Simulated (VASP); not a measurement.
Here is the system:

```
Co
1.0
    1.24816    -2.16187     0.00000
    1.24816     2.16187     0.00000
    0.00000     0.00000     4.02522
Co
2
Direct
  0.33333   0.66667   0.25000
  0.66667   0.33333   0.75000
```
Starting moments (μB, in the order of the record's atoms Co Co): 1.6 1.6.

Method: optB86b-vdW, VASP's PBE PAW potentials (set 64) (plane waves; VASP). Settings: 520 eV cut-off, 17×17×9 Γ-centred mesh, first-order Methfessel-Paxton smearing of 0.10 eV, potentials Co.

Give the stress tensor in GPa (positive for a compressed cell).

```
-6.49   0.00   0.00
 0.00  -6.49   0.00
 0.00   0.00  -6.66
```
The pressure is its mean diagonal, -6.54 GPa.

The compound is Co in the hcp structure. This cell is one point of a volume scan, at 1.03 of the reference volume.
